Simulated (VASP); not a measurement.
All values below come from PBE GGA, VASP's PBE PAW potentials (set 64) (plane waves; VASP 6.6.1).

A VASP calculation is set up with these files.

INCAR:
```
LORBIT = 11   ! lm-projected
PREC = Normal
LCHARG = .False.
LWAVE = .False.
GGA = PE   ! PBE
LREAL = Auto
LVHAR = .True.
SIGMA = 0.05   ! width (eV)
ALGO = Fast
NELM = 100
ENCUT = 400
LMAXMIX = 4   ! l cut-off of mixed one-centre charges
SYSTEM = Sn24O48
LASPH = .True.
ISMEAR = 0   ! Gaussian
EDIFF = 1E-6   ! SCF stop (eV)
NELMIN = 4
```

**POSCAR**
```
Sn24O48
1
    9.6498236311     0.0000000000     0.0000000000
    0.0000000000     9.6498236311     0.0000000000
    0.0000000000     0.0000000000     9.7143058054
Sn O
24 48
Direct
  1.0000000000   1.0000000000   0.0000000000
  0.2500000000   0.2500000000   0.1666670000
  1.0000000000   1.0000000000   0.3333330000
  0.2500000000   0.2500000000   0.5000000000
  1.0000000000   1.0000000000   0.6666670000
  0.2500000000   0.2500000000   0.8333330000
  1.0000000000   0.5000000000   1.0000000000
  0.2500000000   0.7500000000   0.1666670000
  1.0000000000   0.5000000000   0.3333330000
  0.2500000000   0.7500000000   0.5000000000
  1.0000000000   0.5000000000   0.6666670000
  0.2500000000   0.7500000000   0.8333330000
  0.5000000000   1.0000000000   0.0000000000
  0.7500000000   0.2500000000   0.1666670000
  0.5000000000   1.0000000000   0.3333330000
  0.7500000000   0.2500000000   0.5000000000
  0.5000000000   1.0000000000   0.6666670000
  0.7500000000   0.2500000000   0.8333330000
  0.5000000000   0.5000000000   0.0000000000
  0.7500000000   0.7500000000   0.1666670000
  0.5000000000   0.5000000000   0.3333330000
  0.7500000000   0.7500000000   0.5000000000
  0.5000000000   0.5000000000   0.6666670000
  0.7500000000   0.7500000000   0.8333330000
  0.1532491255   0.1532491255   1.0000000000
  0.4032491255   0.0967508745   0.1666670000
  0.0967508745   0.4032491255   0.1666670000
  0.3467508745   0.3467508745   0.0000000000
  0.1532491255   0.1532491255   0.3333330000
  0.4032491255   0.0967508745   0.5000000000
  0.0967508745   0.4032491255   0.5000000000
  0.3467508745   0.3467508745   0.3333330000
  0.1532491255   0.1532491255   0.6666670000
  0.4032491255   0.0967508745   0.8333330000
  0.0967508745   0.4032491255   0.8333330000
  0.3467508745   0.3467508745   0.6666670000
  0.1532491255   0.6532491255   0.0000000000
  0.4032491255   0.5967508745   0.1666670000
  0.0967508745   0.9032491255   0.1666670000
  0.3467508745   0.8467508745   0.0000000000
  0.1532491255   0.6532491255   0.3333330000
  0.4032491255   0.5967508745   0.5000000000
  0.0967508745   0.9032491255   0.5000000000
  0.3467508745   0.8467508745   0.3333330000
  0.1532491255   0.6532491255   0.6666670000
  0.4032491255   0.5967508745   0.8333330000
  0.0967508745   0.9032491255   0.8333330000
  0.3467508745   0.8467508745   0.6666670000
  0.6532491255   0.1532491255   1.0000000000
  0.9032491255   0.0967508745   0.1666670000
  0.5967508745   0.4032491255   0.1666670000
  0.8467508745   0.3467508745   1.0000000000
  0.6532491255   0.1532491255   0.3333330000
  0.9032491255   0.0967508745   0.5000000000
  0.5967508745   0.4032491255   0.5000000000
  0.8467508745   0.3467508745   0.3333330000
  0.6532491255   0.1532491255   0.6666670000
  0.9032491255   0.0967508745   0.8333330000
  0.5967508745   0.4032491255   0.8333330000
  0.8467508745   0.3467508745   0.6666670000
  0.6532491255   0.6532491255   0.0000000000
  0.9032491255   0.5967508745   0.1666670000
  0.5967508745   0.9032491255   0.1666670000
  0.8467508745   0.8467508745   1.0000000000
  0.6532491255   0.6532491255   0.3333330000
  0.9032491255   0.5967508745   0.5000000000
  0.5967508745   0.9032491255   0.5000000000
  0.8467508745   0.8467508745   0.3333330000
  0.6532491255   0.6532491255   0.6666670000
  0.9032491255   0.5967508745   0.8333330000
  0.5967508745   0.9032491255   0.8333330000
  0.8467508745   0.8467508745   0.6666670000
```

### KPOINTS
```
Automatic
0
gamma
  1 1 1
0 0 0
```

POTCAR, in this order: Sn O (PBE.64 set). Program: vasp_gam. Read from the step before: WAVECAR.

The run wrote:

### OUTCAR
```
 ion  position               nearest neighbor table
   1  0.000  0.000  0.000-  39 2.09  47 2.09  50 2.09  58 2.09  25 2.09  64 2.09   3 3.24   5 3.24
  LATTYP: Found a simple tetragonal cell.
 ALAT       =     9.6498236311
 C/A-ratio  =     1.0066822127
 Subroutine PRICEL returns following result:
  LATTYP: Found a simple tetragonal cell.
 ALAT       =     4.8249118156
 C/A-ratio  =     0.6711208040
 Subroutine GETGRP returns: Found 16 space group operations
The static configuration has the point symmetry D_2h.
 The point group associated with its full space group is D_4h.
The dynamic configuration has the point symmetry D_2h.
 Subroutine INISYM returns: Found 16 space group operations
 Subroutine IBZKPT returns following result:
 Found      1 irreducible k-points:

 Following reciprocal coordinates:
            Coordinates               Weight
  0.000000  0.000000  0.000000      1.000000
   k-points           NKPTS =      1   k-points in BZ     NKDIM =      1   number of bands    NBANDS=    230
   number of dos      NEDOS =    301   number of ions     NIONS =     72
   total plane-waves  NPLWV = 110592
   dimension x,y,z NGX =    48 NGY =   48 NGZ =   48
   dimension x,y,z NGXF=    96 NGYF=   96 NGZF=   96
   ions per type =              24  48
   PREC   = normal    normal or accurate (medium, high low for compatibility)
   ISTART =      1    job   : 0-new  1-cont  2-samecut
   ICHARG =      0    charge: 1-file 2-atom 10-const
   ISPIN  =      1    spin polarized calculation?
   LNONCOLLINEAR =      F non collinear calculations
   LSORBIT =      F    spin-orbit coupling
   INIWAV =      1    electr: 0-lowe 1-rand  2-diag
   ENCUT  =  400.0 eV  29.40 Ry    5.42 a.u.  15.74 15.74 15.84*2*pi/ulx,y,z
   NELM   =    100;   NELMIN=  4; NELMDL=  0     # of ELM steps
   EDIFF  = 0.1E-05   stopping-criterion for ELM
   LREAL  =      T    real-space projection
   NLSPLINE    = F    spline interpolate recip. space projectors
   LMAXMIX     =    4 max onsite mixed and CHGCAR
   VOSKOWN=      0    Vosko Wilk Nusair interpolation
...
```

OSZICAR:
```
       N       E                     dE             d eps       ncg     rms          rms(c)
DAV:   1    -0.450358610316E+03   -0.45036E+03   -0.86293E-06   548   0.536E-03    0.370E-03
RMM:   2    -0.450358610390E+03   -0.73735E-07   -0.18303E-06   282   0.255E-03    0.395E-04
RMM:   3    -0.450358610485E+03   -0.94748E-07   -0.32833E-07   294   0.103E-03    0.406E-04
RMM:   4    -0.450358610434E+03    0.50451E-07   -0.16703E-08   143   0.378E-04
   1 F= -.45035861E+03 E0= -.45035861E+03  d E =-.135766E-16
```

OUTCAR:
```
------------------------ aborting loop because EDIFF is reached ----------------------------------------
  FORCE on cell =-STRESS in cart. coord.  units (eV):
  Direction    XX          YY          ZZ          XY          YZ          ZX
  --------------------------------------------------------------------------------------
  Total      -31.0755828    -31.0755828    -27.2602948      0.0000000      0.0000000      0.0000000
  in kB      -55.0401161    -55.0401161    -48.2825954      0.0000000      0.0000000      0.0000000
  external PRESSURE =     -52.7876092 kB  Pullay stress =       0.0000000 kB
  volume of cell :      904.59
      direct lattice vectors                 reciprocal lattice vectors
     9.649823631  0.000000000  0.000000000     0.103628837  0.000000000  0.000000000
     0.000000000  9.649823631  0.000000000     0.000000000  0.103628837  0.000000000
     0.000000000  0.000000000  9.714305805     0.000000000  0.000000000  0.102940964
 POSITION                                       TOTAL-FORCE (eV/Angst)
 -----------------------------------------------------------------------------------
      0.00000      0.00000      0.00000        -0.000000      0.000000      0.000000
      2.41246      2.41246      1.61905        -0.000000     -0.000000     -0.000000
      0.00000      0.00000      3.23810        -0.000000      0.000000      0.000000
      2.41246      2.41246      4.85715        -0.000000     -0.000000     -0.000000
      0.00000      0.00000      6.47621        -0.000000     -0.000000     -0.000000
      2.41246      2.41246      8.09525        -0.000000     -0.000000      0.000000
      0.00000      4.82491      0.00000        -0.000000     -0.000000      0.000000
      2.41246      7.23737      1.61905        -0.000000     -0.000000     -0.000000
      0.00000      4.82491      3.23810        -0.000000      0.000000     -0.000000
      2.41246      7.23737      4.85715        -0.000000      0.000000      0.000000
      0.00000      4.82491      6.47621        -0.000000     -0.000000      0.000000
      2.41246      7.23737      8.09525        -0.000000      0.000000      0.000000
      4.82491      0.00000      0.00000        -0.000000      0.000000      0.000000
      7.23737      2.41246      1.61905        -0.000000      0.000000     -0.000000
      4.82491      0.00000      3.23810        -0.000000     -0.000000     -0.000000
      7.23737      2.41246      4.85715        -0.000000     -0.000000      0.000000
      4.82491      0.00000      6.47621        -0.000000      0.000000     -0.000000
      7.23737      2.41246      8.09525        -0.000000     -0.000000     -0.000000
      4.82491      4.82491      0.00000        -0.000000     -0.000000     -0.000000
      7.23737      7.23737      1.61905        -0.000000      0.000000      0.000000
      4.82491      4.82491      3.23810        -0.000000      0.000000      0.000000
      7.23737      7.23737      4.85715        -0.000000      0.000000      0.000000
      4.82491      4.82491      6.47621        -0.000000      0.000000      0.000000
      7.23737      7.23737      8.09525        -0.000000      0.000000      0.000000
      1.47883      1.47883      0.00000         0.001639      0.001639     -0.000000
      3.89128      0.93363      1.61905         0.001639     -0.001639      0.000000
      0.93363      3.89128      1.61905        -0.001639      0.001639     -0.000000
      3.34608      3.34608      0.00000        -0.001639     -0.001639     -0.000000
      1.47883      1.47883      3.23810         0.001639      0.001639      0.000000
      3.89128      0.93363      4.85715         0.001639     -0.001639      0.000000
      0.93363      3.89128      4.85715        -0.001639      0.001639     -0.000000
      3.34608      3.34608      3.23810        -0.001639     -0.001639     -0.000000
      1.47883      1.47883      6.47621         0.001639      0.001639     -0.000000
      3.89128      0.93363      8.09525         0.001639     -0.001639     -0.000000
      0.93363      3.89128      8.09525        -0.001639      0.001639      0.000000
      3.34608      3.34608      6.47621        -0.001639     -0.001639      0.000000
      1.47883      6.30374      0.00000         0.001639      0.001639     -0.000000
      3.89128      5.75854      1.61905         0.001639     -0.001639     -0.000000
      0.93363      8.71619      1.61905        -0.001639      0.001639      0.000000
      3.34608      8.17100      0.00000        -0.001639     -0.001639      0.000000
      1.47883      6.30374      3.23810         0.001639      0.001639      0.000000
      3.89128      5.75854      4.85715         0.001639     -0.001639     -0.000000
      0.93363      8.71619      4.85715        -0.001639      0.001639     -0.000000
      3.34608      8.17100      3.23810        -0.001639     -0.001639     -0.000000
      1.47883      6.30374      6.47621         0.001639      0.001639     -0.000000
      3.89128      5.75854      8.09525         0.001639     -0.001639      0.000000
      0.93363      8.71619      8.09525        -0.001639      0.001639     -0.000000
      3.34608      8.17100      6.47621        -0.001639     -0.001639     -0.000000
      6.30374      1.47883      0.00000         0.001639      0.001639     -0.000000
      8.71619      0.93363      1.61905         0.001639     -0.001639      0.000000
      5.75854      3.89128      1.61905        -0.001639      0.001639      0.000000
      8.17100      3.34608      0.00000        -0.001639     -0.001639     -0.000000
      6.30374      1.47883      3.23810         0.001639      0.001639     -0.000000
      8.71619      0.93363      4.85715         0.001639     -0.001639     -0.000000
      5.75854      3.89128      4.85715        -0.001639      0.001639     -0.000000
      8.17100      3.34608      3.23810        -0.001639     -0.001639     -0.000000
      6.30374      1.47883      6.47621         0.001639      0.001639      0.000000
      8.71619      0.93363      8.09525         0.001639     -0.001639     -0.000000
      5.75854      3.89128      8.09525        -0.001639      0.001639      0.000000
      8.17100      3.34608      6.47621        -0.001639     -0.001639     -0.000000
      6.30374      6.30374      0.00000         0.001639      0.001639      0.000000
      8.71619      5.75854      1.61905         0.001639     -0.001639     -0.000000
      5.75854      8.71619      1.61905        -0.001639      0.001639      0.000000
      8.17100      8.17100      0.00000        -0.001639     -0.001639      0.000000
      6.30374      6.30374      3.23810         0.001639      0.001639      0.000000
      8.71619      5.75854      4.85715         0.001639     -0.001639     -0.000000
      5.75854      8.71619      4.85715        -0.001639      0.001639      0.000000
      8.17100      8.17100      3.23810        -0.001639     -0.001639      0.000000
      6.30374      6.30374      6.47621         0.001639      0.001639      0.000000
      8.71619      5.75854      8.09525         0.001639     -0.001639     -0.000000
      5.75854      8.71619      8.09525        -0.001639      0.001639     -0.000000
      8.17100      8.17100      6.47621        -0.001639     -0.001639      0.000000
 -----------------------------------------------------------------------------------
    total drift:                                0.000000      0.000000      0.000000
  FREE ENERGIE OF THE ION-ELECTRON SYSTEM (eV)
  ---------------------------------------------------
  free  energy   TOTEN  =      -450.3586104345 eV

  energy  without entropy=     -450.3586104345  energy(sigma->0) =     -450.35861043

 total charge

# of ion       s       p       d       tot
------------------------------------------
    1        1.075   1.643   0.714   3.432
    2        1.075   1.643   0.714   3.432
    3        1.075   1.643   0.714   3.432
    4        1.075   1.643   0.714   3.432
    5        1.075   1.643   0.714   3.432
    6        1.075   1.643   0.714   3.432
    7        1.075   1.643   0.714   3.432
    8        1.075   1.643   0.714   3.432
    9        1.075   1.643   0.714   3.432
   10        1.075   1.643   0.714   3.432
   11        1.075   1.643   0.714   3.432
   12        1.075   1.643   0.714   3.432
...
```
(Selected blocks of OUTCAR.)

At this cut-off the stress carries a Pulay error, which pulls relaxed volumes low. The supercell is sampled at Γ alone, which is coarse: total energies, pressure and levels can be off, energies of defects by several tenths of an eV.

The cell is a supercell, built from SnO2 (rutile).
